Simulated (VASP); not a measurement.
VASP input:

**POSCAR**
```
BeSe
1
    3.3859379492     0.0000000000     0.0000000000
   -1.6929689745     2.9323079013     0.0000000000
    0.0000000000     0.0000000000     5.3419562157
Be Se
2 2
Direct
  0.0000000000   0.0000000000   0.0000000000
  0.0000000000   0.0000000000   0.5000000000
  0.3333330000   0.6666670000   0.2500000000
  0.6666670000   0.3333330000   0.7500000000
```

INCAR:
```
ALGO=Normal
EDIFF=1E-6
EDIFFG=-0.02
ENCUT=500
GGA=PS
IBRION=2
ISIF=3
ISMEAR=0
LASPH=.TRUE.
LCHARG=.FALSE.
LMAXMIX=4
LREAL=.FALSE.
LWAVE=.FALSE.
NELM=100
NSW=40
PREC=Accurate
PSTRESS=200
SIGMA=0.05
SYSTEM=BeSe
```

### KPOINTS
```
Automatic
0
G
 8 8 4
```

POTCAR, in this order: Be Se (PBE.64 set). Program: vasp_std.

Task: Write an equivalent input for Ansatz.

Result: One equivalent input (not run):
Ansatz 0.2 input:
```yaml
crystal:
  lattice:
    - [3.3859379, 0.0000000, 0.0000000]
    - [-1.6929690, 2.9323079, 0.0000000]
    - [0.0000000, 0.0000000, 5.3419562]
  atoms:
    - { symbol: Be, position: [0.0000000, 0.0000000, 0.0000000] }
    - { symbol: Be, position: [0.0000000, 0.0000000, 0.5000000] }
    - { symbol: Se, position: [0.3333330, 0.6666670, 0.2500000] }
    - { symbol: Se, position: [0.6666670, 0.3333330, 0.7500000] }
kpoints:
  mp_grid: { grid: [8, 8, 4] }
hamiltonian:
  xc: pbesol
  pseudopotentials: { kind: paw }
scf:
  occupations: { method: gaussian, width: 0.05 }
  max_iter: 100
relax:
  max_steps: 40
  f_tol: 0.02
  cell: { p_target: 20 }
output: { forces: true, stress: true, eigenvalues: true }
```
The two are equivalent in intent, not identical: each code has its own PAW files, so the cut-off isn't converted (ENCUT is set for VASP's; basis.ecutwfc is left out, and Ansatz then takes the one that its files recommend); Ansatz stops its SCF on the density residual and VASP on the energy change (EDIFF).

The structure was generated: BeSe was put into the NiAs type type (P6_3/mmc), which need not be its known phase. This run relaxes it under an external pressure of 20 GPa. Symmetry was kept, so distortions that lower it aren't found.
